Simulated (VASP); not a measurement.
Set up this calculation in VASP 6.6.1, as the native input.

| Item | Value |
| --- | --- |
| Task | band structure |
| Functional | HSE06 |
| Potentials or basis | VASP PAW PBE potentials, release 64 (Cd, Te) |
| Cutoff | 520 eV |
| k mesh | 6 × 6 × 6 |
| Occupations | gaussian, width 0.02 eV |
| Spin | no spin polarisation |
| Grid for exact exchange (PRECFOCK) | Fast |
| Screening parameter | 0.2 1/A |
| Further INCAR settings | ALGO = Normal; EDIFF = 1e-06 |

Crystal: CdTe.

```
CELL_PARAMETERS angstrom
0.00000 3.20500 3.20500
3.20500 0.00000 3.20500
3.20500 3.20500 0.00000
ATOMIC_POSITIONS crystal
Cd 0.00000 0.00000 0.00000
Te 0.25000 0.25000 0.25000
```

The input as run:

POSCAR

```
CdTe
1.0
    0.0000000000      3.2050000000      3.2050000000
    3.2050000000      0.0000000000      3.2050000000
    3.2050000000      3.2050000000      0.0000000000
Cd Te
1 1
Direct
    0.0000000000      0.0000000000      0.0000000000
    0.2500000000      0.2500000000      0.2500000000
```

INCAR.step1

```
SYSTEM = CdTe
PREC = Accurate ; ENCUT = 520
EDIFF = 1E-5 ; ISMEAR = 0
SIGMA = 0.02 ; LREAL = .False.
LASPH = .True. ; NELM = 60
ALGO = Normal ; ISIF = 2
LWAVE = .True. ; LCHARG = .False.
GGA = PE
```

INCAR.step2

```
SYSTEM = CdTe
PREC = Accurate ; ENCUT = 520
EDIFF = 1E-6 ; ISMEAR = 0
SIGMA = 0.02 ; LREAL = .False.
LASPH = .True. ; NELM = 60
ALGO = Normal ; ISIF = 2
LWAVE = .False. ; LCHARG = .False.
GGA = PE ; LHFCALC = .True.
HFSCREEN = 0.2 ; PRECFOCK = Fast
ISTART = 1
```

KPOINTS

```
Automatic mesh
0
Gamma
  6 6 6
  0 0 0
```

KPOINTS_OPT

```
path GXWKGLUWLK,UX
12
line-mode
reciprocal
 0.0000000000  0.0000000000  0.0000000000  G
 0.5000000000  0.0000000000  0.5000000000  X

 0.5000000000  0.0000000000  0.5000000000  X
 0.5000000000  0.2500000000  0.7500000000  W

 0.5000000000  0.2500000000  0.7500000000  W
 0.3750000000  0.3750000000  0.7500000000  K

 0.3750000000  0.3750000000  0.7500000000  K
 0.0000000000  0.0000000000  0.0000000000  G

 0.0000000000  0.0000000000  0.0000000000  G
 0.5000000000  0.5000000000  0.5000000000  L

 0.5000000000  0.5000000000  0.5000000000  L
 0.6250000000  0.2500000000  0.6250000000  U

 0.6250000000  0.2500000000  0.6250000000  U
 0.5000000000  0.2500000000  0.7500000000  W

 0.5000000000  0.2500000000  0.7500000000  W
 0.5000000000  0.5000000000  0.5000000000  L

 0.5000000000  0.5000000000  0.5000000000  L
 0.3750000000  0.3750000000  0.7500000000  K

 0.6250000000  0.2500000000  0.6250000000  U
 0.5000000000  0.0000000000  0.5000000000  X
```

Potentials or basis: VASP PAW PBE potentials, release 64 (Cd, Te).

Command:

```console
$ cat potpaw_PBE.64/Cd/POTCAR potpaw_PBE.64/Te/POTCAR > POTCAR
$ cp INCAR.step1 INCAR
$ mpirun -np 1 vasp_std > vasp.out
$ cp INCAR.step2 INCAR
$ mpirun -np 1 vasp_std > vasp.out
```

Results of the run:

* Pressure: 3.3 GPa
* Band gap on the k mesh: 1.67 eV, direct
* Band gap along the path: 1.67 eV, direct

Caveat: the PAW data sets were made with another functional, which shifts forces and pressure a little; spin-orbit coupling is left out, which moves the levels of the heavy elements.

Run time: 70 min on 1 thread of Intel(R) Xeon(R) 6975P-C (Granite Rapids) (shared host), peak memory 0.44 GiB.
